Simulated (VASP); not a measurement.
# HfC with r2SCAN + rVV10: from relaxation to properties, part 5 of 5

Aim: relax HfC, then compute properties on the relaxed cell. Left out of this account: at least 7 further runs (self-consistent run: it repeats an earlier run and gave the same numbers). The start is a cell from a database of measured crystal structures.

VASP 6.6.1; r2SCAN with rVV10; plane waves and PAW (Hf_pv, C).

So far. Step 11 (Volume scan with r2SCAN + rVV10 (run 5)): The run ends at a pressure of -4.93 GPa.

The database entry behind the starting cell differs from later determinations by our own check (about 0.2 % long), so it need not match the best structure at ambient conditions.

**12. Volume scan with r2SCAN + rVV10 (run 6)**

INCAR reads:

```
SYSTEM = HfC
PREC = Accurate
ENCUT = 520
EDIFF = 1E-06
NELM = 100
ISMEAR = 0
SIGMA = 0.05
LREAL = .FALSE.
ALGO = Normal
METAGGA = R2SCAN
LUSE_VDW = .TRUE.
IVDW_NL = 2
BPARAM = 11.95
CPARAM = 0.0093
LASPH = .TRUE.
NBANDS = 13
LORBIT = 11
LWAVE = .FALSE.
LCHARG = .FALSE.
KPAR = 2
ISIF = 2
```

POSCAR reads:

```
HfC
1.0
    0.0000000000      2.3447337573      2.3447337573
    2.3447337573      0.0000000000      2.3447337573
    2.3447337573      2.3447337573      0.0000000000
Hf C
1 1
Direct
    0.5000000000      0.5000000000      0.5000000000
    0.0000000000      0.0000000000      0.0000000000
```

KPOINTS reads:

```
Automatic mesh
0
Gamma
10 10 10
0 0 0
```

The projector-augmented-wave data sets are Hf_pv and C (PBE family, release 64).

Launch:

```bash
mpirun -np 2 vasp_std
```

The log of the run:

```text
[... set-up lines as in an earlier step ...]
 entering main loop
       N       E                     dE             d eps       ncg     rms          rms(c)
Total rVV10 correction in eV:      0.1972840    15.3039170
Total rVV10 correction in eV:      0.1972840    15.3039170
DAV:   1    -0.155878420994E+02   -0.15588E+02   -0.80392E+03  1222   0.109E+03
DAV:   2    -0.612594585514E+02   -0.45672E+02   -0.42703E+02  1552   0.210E+02
DAV:   3    -0.630009031461E+02   -0.17414E+01   -0.17158E+01  1548   0.295E+01
DAV:   4    -0.630139839324E+02   -0.13081E-01   -0.13078E-01  1401   0.287E+00
DAV:   5    -0.630140798078E+02   -0.95875E-04   -0.95874E-04  1521   0.228E-01    0.596E+01
Total rVV10 correction in eV:      0.2063371    15.3039171
Total rVV10 correction in eV:      0.2063371    15.3039171
DAV:   6    -0.569740927397E+02    0.60400E+01   -0.93878E+00  1377   0.189E+01    0.397E+01
Total rVV10 correction in eV:      0.2014339    15.3039171
Total rVV10 correction in eV:      0.2014339    15.3039171
DAV:   7    -0.571031294399E+02   -0.12904E+00   -0.50697E-01  1362   0.590E+00    0.205E+01
[...]
Total rVV10 correction in eV:      0.2015435    15.3039171
Total rVV10 correction in eV:      0.2015435    15.3039171
DAV:  10    -0.571150803696E+02   -0.10203E-03   -0.81549E-04  1402   0.243E-01    0.338E-01
Total rVV10 correction in eV:      0.2015757    15.3039171
Total rVV10 correction in eV:      0.2015757    15.3039171
DAV:  11    -0.571150801167E+02    0.25282E-06   -0.23991E-05  1590   0.475E-02    0.301E-01
Total rVV10 correction in eV:      0.2015362    15.3039171
Total rVV10 correction in eV:      0.2015362    15.3039171
DAV:  12    -0.571150865370E+02   -0.64203E-05   -0.20193E-05  1432   0.363E-02    0.932E-03
Total rVV10 correction in eV:      0.2015364    15.3039171
Total rVV10 correction in eV:      0.2015364    15.3039171
DAV:  13    -0.571150876230E+02   -0.10860E-05   -0.95908E-07   866   0.901E-03    0.223E-03
Total rVV10 correction in eV:      0.2015435    15.3039171
Total rVV10 correction in eV:      0.2015435    15.3039171
DAV:  14    -0.571150874664E+02    0.15662E-06   -0.33352E-07   726   0.522E-03
Total rVV10 correction in eV:      0.2015425    15.3039171
Total rVV10 correction in eV:      0.2015425    15.3039171
Total rVV10 correction in eV:      0.2015420    15.3039171
Total rVV10 correction in eV:      0.2015420    15.3039171
   1 F= -.57115087E+02 E0= -.57115062E+02  d E =-.506602E-04
```

It took 89 s on 2 MPI ranks of Intel Xeon Platinum 8488C (Sapphire Rapids), shared host; peak memory 0.5 GiB; 2.9 min of CPU time.

Parts of OUTCAR (step 12):

```text
  Total       -1.5023436     -1.5023436     -1.5023436     -0.0000000      0.0000000      0.0000000
  in kB      -93.3618096    -93.3618096    -93.3618096     -0.0000000      0.0000000      0.0000000
  external PRESSURE =     -93.3618096 kB  Pullay stress =       0.0000000 kB

 POSITION                                       TOTAL-FORCE (eV/Angst)
 -----------------------------------------------------------------------------------
      2.34473      2.34473      2.34473        -0.000000      0.000000     -0.000000
      0.00000      0.00000      0.00000         0.000000     -0.000000      0.000000
 -----------------------------------------------------------------------------------
    total drift:                                0.000000      0.000000      0.000000

  FREE ENERGIE OF THE ION-ELECTRON SYSTEM (eV)
  ---------------------------------------------------
  free  energy   TOTEN  =       -57.1150874664 eV

  energy  without entropy=      -57.1150368062  energy(sigma->0) =      -57.11506214

[... 1 part as in an earlier step ...]

[... 2 further parts left out ...]
[key lines of the parts left out:]
E-fermi :   5.7936
```

The pressure falls from -4.93 to -9.34 GPa.

The run ends at a pressure of -9.34 GPa.

**13. Volume scan with r2SCAN + rVV10 (run 7)**

A prediction first. A least-squares parabola for the 6 pressures of evenly scaled cells so far, P = -0.08 -256.6 t +533 t² GPa with t = ln(V/V₁) and V₁ the volume at scale 1, gives -13.22 GPa at t = +0.0583.

INCAR is that of step 12.

POSCAR reads:

```
HfC
1.0
    0.0000000000      2.3596687699      2.3596687699
    2.3596687699      0.0000000000      2.3596687699
    2.3596687699      2.3596687699      0.0000000000
Hf C
1 1
Direct
    0.5000000000      0.5000000000      0.5000000000
    0.0000000000      0.0000000000      0.0000000000
```

KPOINTS is that of step 12.

Launch:

```bash
mpirun -np 2 vasp_std
```

The log of the run:

```text
[... set-up lines as in an earlier step ...]
 entering main loop
       N       E                     dE             d eps       ncg     rms          rms(c)
Total rVV10 correction in eV:      0.2008528    15.3039170
Total rVV10 correction in eV:      0.2008528    15.3039170
DAV:   1    -0.157138013149E+02   -0.15714E+02   -0.81198E+03  1222   0.109E+03
DAV:   2    -0.613333780828E+02   -0.45620E+02   -0.42657E+02  1542   0.211E+02
DAV:   3    -0.630013454008E+02   -0.16680E+01   -0.16588E+01  1527   0.288E+01
DAV:   4    -0.630128572561E+02   -0.11512E-01   -0.11510E-01  1376   0.281E+00
DAV:   5    -0.630129545823E+02   -0.97326E-04   -0.97321E-04  1541   0.230E-01    0.577E+01
Total rVV10 correction in eV:      0.2098457    15.3039171
Total rVV10 correction in eV:      0.2098457    15.3039171
DAV:   6    -0.569401079077E+02    0.60728E+01   -0.95613E+00  1372   0.189E+01    0.387E+01
Total rVV10 correction in eV:      0.2046312    15.3039170
Total rVV10 correction in eV:      0.2046312    15.3039170
DAV:   7    -0.570674977381E+02   -0.12739E+00   -0.49219E-01  1362   0.587E+00    0.205E+01
[...]
Total rVV10 correction in eV:      0.2046121    15.3039170
Total rVV10 correction in eV:      0.2046121    15.3039170
DAV:  10    -0.570802952760E+02   -0.11318E-03   -0.87353E-04  1439   0.251E-01    0.358E-01
Total rVV10 correction in eV:      0.2046404    15.3039170
Total rVV10 correction in eV:      0.2046404    15.3039170
DAV:  11    -0.570802942437E+02    0.10323E-05   -0.25394E-05  1550   0.487E-02    0.304E-01
Total rVV10 correction in eV:      0.2046018    15.3039170
Total rVV10 correction in eV:      0.2046018    15.3039170
DAV:  12    -0.570802999311E+02   -0.56874E-05   -0.22311E-05  1420   0.378E-02    0.968E-03
Total rVV10 correction in eV:      0.2046018    15.3039170
Total rVV10 correction in eV:      0.2046018    15.3039170
DAV:  13    -0.570803010193E+02   -0.10882E-05   -0.10724E-06   901   0.942E-03    0.175E-03
Total rVV10 correction in eV:      0.2046086    15.3039170
Total rVV10 correction in eV:      0.2046086    15.3039170
DAV:  14    -0.570803009215E+02    0.97761E-07   -0.34881E-07   731   0.534E-03
Total rVV10 correction in eV:      0.2046078    15.3039170
Total rVV10 correction in eV:      0.2046078    15.3039170
Total rVV10 correction in eV:      0.2046073    15.3039170
Total rVV10 correction in eV:      0.2046073    15.3039170
   1 F= -.57080301E+02 E0= -.57080269E+02  d E =-.648033E-04
```

Elapsed: 95 s, on 2 MPI ranks; peak memory 0.52 GiB; 3.1 min of CPU time.

Parts of OUTCAR (step 13):

```text
  Total       -2.1833326     -2.1833326     -2.1833326      0.0000000     -0.0000000      0.0000000
  in kB     -133.1212378   -133.1212378   -133.1212378      0.0000000     -0.0000000      0.0000000
  external PRESSURE =    -133.1212378 kB  Pullay stress =       0.0000000 kB

 POSITION                                       TOTAL-FORCE (eV/Angst)
 -----------------------------------------------------------------------------------
      2.35967      2.35967      2.35967         0.000000      0.000000      0.000000
      0.00000      0.00000      0.00000        -0.000000     -0.000000     -0.000000
 -----------------------------------------------------------------------------------
    total drift:                                0.000000      0.000000      0.000000

  FREE ENERGIE OF THE ION-ELECTRON SYSTEM (eV)
  ---------------------------------------------------
  free  energy   TOTEN  =       -57.0803009215 eV

  energy  without entropy=      -57.0802361182  energy(sigma->0) =      -57.08026852

[... 1 part as in an earlier step ...]

[... 2 further parts left out ...]
[key lines of the parts left out:]
E-fermi :   5.6565
```

The pressure falls from -9.34 to -13.31 GPa. The parabola predicted -13.22 GPa, +0.09 GPa off.

**14. The series together**

Times are for 2 MPI ranks of Intel Xeon Platinum 8488C (Sapphire Rapids), shared host. The series side by side:

```
no.  volume scale  energy above the lowest point (meV/atom)  pressure (GPa)  time  memory (GiB)
  1          0.94                                     39.47           17.85  44 s          0.42
  2          0.96                                     16.97           11.27  57 s          0.42
  3          0.98                                      4.12           5.311  56 s          0.43
  4             1                                         0        -0.07147  46 s          0.42
  5          1.02                                      3.78          -4.934  93 s          0.49
  6          1.04                                      14.7          -9.336  89 s           0.5
  7          1.06                                      32.1          -13.31  95 s          0.52
```

**15. Fit for r2SCAN + rVV10**

This step: Birch-Murnaghan fit, r2SCAN with rVV10; plane waves and PAW (VASP 6.6.1).

This step runs nothing: it gathers the runs above.

Numbers from this step:

- pressure derivative of the bulk modulus: 3.986
- r.m.s. error of the fit: 2.80e-6 eV/atom
- minimum inside the sampled range: yes
- bulk modulus: 254.9 GPa
- equilibrium volume of the fit: 12.40 Å³/atom

Table of energy above the fitted minimum by volume:

| volume (Å³/atom) | energy above the fitted minimum (eV/atom) |
| --- | --- |
| 11.651 | 0.0395 |
| 11.899 | 0.0170 |
| 12.147 | 0.00412 |
| 12.395 | 2.3e-7 |
| 12.643 | 0.00378 |
| 12.891 | 0.0147 |
| 13.139 | 0.0321 |

The fit over cells of fixed shape and fractional positions puts the volume +0.01 % from the relaxed one.

**16. Fit for r2SCAN + rVV10 (run 2)**

This step runs nothing: it gathers the runs above.

Energy above the fitted minimum against volume:

```csv
volume (Å³/atom),energy above the fitted minimum (eV/atom)
11.651,0.0395
11.899,0.0170
12.147,0.00412
12.395,2.3e-7
12.643,0.00378
12.891,0.0147
13.139,0.0321
```

The fit over cells of fixed shape and fractional positions puts the volume +0.01 % from the relaxed one.

**17. Bands along the symmetry lines (r2SCAN + rVV10) with a changed input**

This step: r2SCAN with rVV10; plane waves and PAW (Hf_pv, C) (VASP 6.6.1).

This run is made with a changed input; what comes of it follows.

Edit INCAR of step 13 so:

```diff
@@ -4,4 +4,3 @@
 EDIFF = 1E-06
-NELM = 100
-ISMEAR = 0
+NELM = 83
 SIGMA = 0.05
@@ -15,3 +14,3 @@
 LASPH = .TRUE.
-NBANDS = 13
+NBANDS = 19
 LORBIT = 11
@@ -20,2 +19,2 @@
 KPAR = 2
-ISIF = 2
+ISMEER = 0
```

POSCAR reads:

```
HfC
1.0
    0.0000000000      2.3142792225      2.3142792225
    2.3142792225      0.0000000000      2.3142792225
    2.3142792225      2.3142792225      0.0000000000
Hf C
1 1
Direct
    0.5000000000      0.5000000000      0.5000000000
    0.0000000000      0.0000000000      0.0000000000
```

KPOINTS is that of step 13.

KPOINTS_OPT reads:

```
Line mode
16
Line-mode
Reciprocal
  0.00000000   0.00000000   0.00000000 GAMMA
  0.50000000   0.00000000   0.50000000 X

  0.50000000   0.00000000   0.50000000 X
  0.50000000   0.25000000   0.75000000 W

  0.50000000   0.25000000   0.75000000 W
  0.37500000   0.37500000   0.75000000 K

  0.37500000   0.37500000   0.75000000 K
  0.00000000   0.00000000   0.00000000 GAMMA

  0.00000000   0.00000000   0.00000000 GAMMA
  0.50000000   0.50000000   0.50000000 L

  0.50000000   0.50000000   0.50000000 L
  0.62500000   0.25000000   0.62500000 U

  0.62500000   0.25000000   0.62500000 U
  0.50000000   0.25000000   0.75000000 W

  0.50000000   0.25000000   0.75000000 W
  0.50000000   0.50000000   0.50000000 L

  0.50000000   0.50000000   0.50000000 L
  0.37500000   0.37500000   0.75000000 K

  0.62500000   0.25000000   0.62500000 U
  0.50000000   0.00000000   0.50000000 X
```

Launch:

```bash
mpirun -np 2 vasp_std
```

The log of the run:

```text
[... set-up lines as in an earlier step ...]
 entering main loop
       N       E                     dE             d eps       ncg     rms          rms(c)
Total rVV10 correction in eV:      0.1899762    15.3039170
Total rVV10 correction in eV:      0.1899762    15.3039170
DAV:   1    -0.526298803530E+01   -0.52630E+01   -0.74820E+03  1794   0.756E+02
DAV:   2    -0.612861162016E+02   -0.56023E+02   -0.52613E+02  2311   0.189E+02
DAV:   3    -0.629732811392E+02   -0.16872E+01   -0.16736E+01  2098   0.230E+01
DAV:   4    -0.629786830768E+02   -0.54019E-02   -0.53891E-02  2046   0.156E+00
DAV:   5    -0.629786972895E+02   -0.14213E-04   -0.14212E-04  2049   0.781E-02    0.639E+01
Total rVV10 correction in eV:      0.1991567    15.3039171
Total rVV10 correction in eV:      0.1991567    15.3039171
DAV:   6    -0.570063454284E+02    0.59724E+01   -0.66524E+00  1900   0.129E+01    0.423E+01
Total rVV10 correction in eV:      0.1946315    15.3039171
Total rVV10 correction in eV:      0.1946315    15.3039171
DAV:   7    -0.571344677630E+02   -0.12812E+00   -0.46695E-01  1921   0.439E+00    0.204E+01
Total rVV10 correction in eV:      0.1937831    15.3039171
Total rVV10 correction in eV:      0.1937831    15.3039171
DAV:   8    -0.571453528118E+02   -0.10885E-01   -0.19614E-02  1936   0.108E+00    0.340E+00
Total rVV10 correction in eV:      0.1946948    15.3039171
Total rVV10 correction in eV:      0.1946948    15.3039171
DAV:   9    -0.571442687664E+02    0.10840E-02   -0.16198E-03  1929   0.304E-01    0.166E+00
Total rVV10 correction in eV:      0.1952237    15.3039171
Total rVV10 correction in eV:      0.1952237    15.3039171
DAV:  10    -0.571444425263E+02   -0.17376E-03   -0.57344E-04  1898   0.150E-01    0.219E-01
Total rVV10 correction in eV:      0.1952536    15.3039171
Total rVV10 correction in eV:      0.1952536    15.3039171
DAV:  11    -0.571444360749E+02    0.64514E-05   -0.10120E-05  2101   0.250E-02    0.251E-01
Total rVV10 correction in eV:      0.1952197    15.3039171
Total rVV10 correction in eV:      0.1952197    15.3039171
DAV:  12    -0.571444371461E+02   -0.10713E-05   -0.10788E-05  1860   0.227E-02    0.156E-02
Total rVV10 correction in eV:      0.1952114    15.3039171
Total rVV10 correction in eV:      0.1952114    15.3039171
DAV:  13    -0.571444429874E+02   -0.58413E-05   -0.29053E-06  1727   0.900E-03    0.286E-02
Total rVV10 correction in eV:      0.1952227    15.3039171
Total rVV10 correction in eV:      0.1952227    15.3039171
DAV:  14    -0.571444416043E+02    0.13832E-05   -0.58636E-07   917   0.423E-03    0.938E-03
Total rVV10 correction in eV:      0.1952316    15.3039171
Total rVV10 correction in eV:      0.1952316    15.3039171
DAV:  15    -0.571444411994E+02    0.40489E-06   -0.60060E-07   926   0.407E-03
Total rVV10 correction in eV:      0.1952347    15.3039171
Total rVV10 correction in eV:      0.1952347    15.3039171
Total rVV10 correction in eV:      0.1952334    15.3039171
Total rVV10 correction in eV:      0.1952334    15.3039171
   1 F= -.57144441E+02 E0= -.57144459E+02  d E =0.530480E-04
 Start KPOINTS_OPT (optional k-point list driver)
k-point batch [1-47\160]
       N       E                     dE             ncg
DAV:   1    -0.379762622881E+04   -0.27822E+05     1786
DAV:   2    -0.633717877885E+04   -0.25396E+04     2298
DAV:   3    -0.641116643714E+04   -0.73988E+02     2097
DAV:   4    -0.641142290911E+04   -0.25647E+00     1993
DAV:   5    -0.641142370447E+04   -0.79536E-03     1999
DAV:   6    -0.641142370874E+04   -0.42693E-05     1916
DAV:   7    -0.641142370883E+04   -0.88397E-07     1616
[...]
k-point batch [142-160\160]
       N       E                     dE             ncg
DAV:   1     0.148046735522E+05   -0.13470E+05      722
DAV:   2     0.137650376705E+05   -0.10396E+04      910
DAV:   3     0.137348230865E+05   -0.30215E+02      855
DAV:   4     0.137347185225E+05   -0.10456E+00      777
DAV:   5     0.137347181965E+05   -0.32603E-03      831
DAV:   6     0.137347181947E+05   -0.18609E-05      800
DAV:   7     0.137347181946E+05   -0.18386E-07      639
```

The job ended after 83 s (2 MPI ranks; peak memory 0.46 GiB).

From OUTCAR (step 17):

```text
   NELECT =      14.0000    total number of electrons

 E-fermi :   6.0298

 k-point     1 :       0.0000    0.0000    0.0000
  band No.  band energies     occupation
      1     -24.6655      2.00000
      2     -24.6655      2.00000
      3     -24.6655      2.00000
      4      -7.1181      2.00000
      5       7.0123     -0.00000
      6       7.0123     -0.00000
      7       7.0123     -0.00000
      8       7.6256      0.00000
      9       7.6256      0.00000
    ...

  Total       -0.0122919     -0.0122919     -0.0122919      0.0000000      0.0000000     -0.0000000
  in kB       -0.7944214     -0.7944214     -0.7944214      0.0000000      0.0000000     -0.0000000
  external PRESSURE =      -0.7944214 kB  Pullay stress =       0.0000000 kB

  FREE ENERGIE OF THE ION-ELECTRON SYSTEM (eV)
  ---------------------------------------------------
  free  energy   TOTEN  =       -57.1444411994 eV

  energy  without entropy=      -57.1444942473  energy(sigma->0) =      -57.14445888

[... 10 parts as in an earlier step ...]

[... 8 further parts left out ...]
```

The run converged, and its energy and pressure stay near those of the sound run.

Against the sound run on this cell (bands along the symmetry lines (r2SCAN + rVV10)) the energy at zero smearing moves by +0.0 meV an atom and the pressure by -0.01 GPa.

The fault in the input: misspelt tag (ISMEER = 0). VASP ignores tags that it doesn't know, so the default applied; correct the spelling.

**18. Outcome**

```json
{
 "relaxed volume": "12.40 Å³/atom",
 "relaxed conventional cell a, b, c": "4.629, 4.629, 4.629 Å",
 "space group after relaxing, within 0.02 Å": "Fm-3m (No. 225)",
 "band gap": "none, a metal",
 "DOS at the Fermi level": "0.220 states/eV/cell",
 "bulk modulus from the fit": "255 GPa",
 "volume from the fit": "12.4 Å³/atom"
}
```

In words: With r2SCAN + rVV10, HfC relaxes to 12.40 Å³/atom in space group Fm-3m (held by the symmetry of the run), comes out as a metal and has a bulk modulus of 255 GPa. Against the listed cell the volume lies -1.4 %. Bands along the symmetry lines (r2SCAN + rVV10): Of the bands kept, 4 cross the Fermi level on this path. Spin-orbit coupling is left out, and with elements this heavy it would split and shift bands near the Fermi level. No search among competing phases was made, and a listed structure need not be the one stable at ambient conditions. All values are for a static lattice at zero temperature.

[Lines on the potential files, build, host, timing and source positions are cut from VASP's logs without a mark.]

[Logs are printed without paths, hosts, clocks, repeated set-up lines and the standing remarks that a program may print on its own settings, such as how far it seeks lower states.]

[Hosts, paths, dates, database ids (printed as entryN), source tags and the programs' standing remarks are cut or masked in the printed files.]

[A measured line is paired with the nearest computed mode of its activity, which favours agreement.]

[In band tables of VASP the shares of atoms and orbitals are scaled to a sum of 1 inside the atoms' spheres.]
